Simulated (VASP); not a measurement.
Runs of VASP 6.6.1 on InSb. It takes space group F-43m (No. 216, cubic). Conventional cell: a = 6.521 Å, b = 6.521 Å, c = 6.521 Å, α = 90.00°, β = 90.00°, γ = 90.00°. In (site symmetry -43m) has 4 Sb at 2.82 Å as nearest neighbours. Sb (site symmetry -43m) is surrounded by 4 In at 2.82 Å. 

| task | level | potentials or basis | spin | cell | cutoff (eV) | gap on the mesh (eV) | pressure (GPa) |
| --- | --- | --- | --- | --- | --- | --- | --- |
| band structure | LDA | VASP PAW LDA potentials, release 64 (In_d, Sb) | off | F-43m, 34.66 Å³/atom | 520 | - | -1.3 |
| relaxation of cell and atoms | PBEsol | VASP PAW PBE potentials, release 64 (In_d, Sb) | off | relaxed | 600 | none | 0.0 |
| band structure | PBE | VASP PAW PBE potentials, release 64 (In_d, Sb) | SOC, no magnetisation | F-43m, 34.66 Å³/atom | 520 | - | 2.2 |
| band structure | r2SCAN | VASP PAW PBE potentials, release 64 (In_d, Sb) | off | F-43m, 34.66 Å³/atom | 520 | 0.12 | 0.7 |
| band structure | TB-mBJ | VASP PAW PBE potentials, release 64 (In_d, Sb) | off | F-43m, 34.66 Å³/atom | 520 | (a) | - |
| optical spectrum | PBE | VASP PAW PBE potentials, release 64 (In_d, Sb) | off | F-43m, 34.66 Å³/atom | 520 | none | 2.2 |

Alike in all rows: k mesh 10 × 10 × 10; smearing gaussian 0.03 eV.

**Question.** Fill in the values left out.

**Answer.** (a) 0.39.

Caveats: spin-orbit coupling is left out, which moves the levels of the heavy elements (some runs); this crystal is a semiconductor, whose small gap the functional closes, so the metal is an error of the method (some runs); the PAW data sets were made with another functional, which shifts forces and pressure a little (some runs); independent-particle spectra lack excitons (some runs); the intraband (Drude) part of a metal's response may be missing (some runs).

A k mesh can miss the band edges, and rows without SOC leave out spin-orbit coupling on In, Sb.

A gap of «none» marks a metal or a gap under the smearing width.
